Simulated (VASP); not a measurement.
Here is the system:

```
CELL_PARAMETERS angstrom
      4.48618     0.00000     0.00000
      0.00000     4.48618     0.00000
      0.00000     0.00000     3.16238
ATOMIC_POSITIONS crystal
  Ir 0.00000 0.00000 0.00000
  Ir 0.50000 0.50000 0.50000
  O  0.30868 0.30868 0.00000
  O  0.80868 0.19132 0.50000
  O  0.19132 0.80868 0.50000
  O  0.69132 0.69132 0.00000
```

Level of theory: PBEsol GGA, VASP's PBE PAW potentials (set 64) (plane waves; VASP). Settings: 520 eV cut-off, Gaussian smearing of 0.050 eV, potentials Ir O.

Problem. Give the energies of bands 11 to 24 at the high-symmetry points, in eV from the Fermi level.

Solution. 
```
band      Γ      X      M      Z      R      A
----  -----  -----  -----  -----  -----  -----
11    -4.96  -6.26  -5.31  -5.78  -5.54  -5.75
12    -4.96  -6.26  -5.31  -5.78  -5.54  -5.75
13    -3.64  -5.30  -4.41  -5.62  -5.19  -4.38
14    -2.94  -5.30  -4.41  -5.62  -5.19  -4.38
15    -2.94  -3.17  -3.61  -4.04  -3.39  -3.27
16    -2.64  -3.17  -3.61  -4.04  -3.39  -3.27
17    -2.48  -1.65  -2.53  -1.95  -2.82  -1.85
18    -2.48  -1.65  -2.53  -1.95  -2.82  -1.85
19    -2.38  -1.32  -2.44  -0.69  -1.81  -1.24
20    -2.31  -1.32  -2.44  -0.69  -1.81  -1.24
21    -2.23  -0.30   0.21   0.28   0.55  -0.49
22     0.74  -0.30   0.21   0.28   0.55  -0.49
23     1.27   3.57   2.51   2.25   1.11   2.21
24     4.15   3.58   2.51   2.25   1.11   2.21
```

It has no gap at this level: it comes out as a metal or semimetal.

The compound is IrO2 in the rutile structure. It was relaxed first.
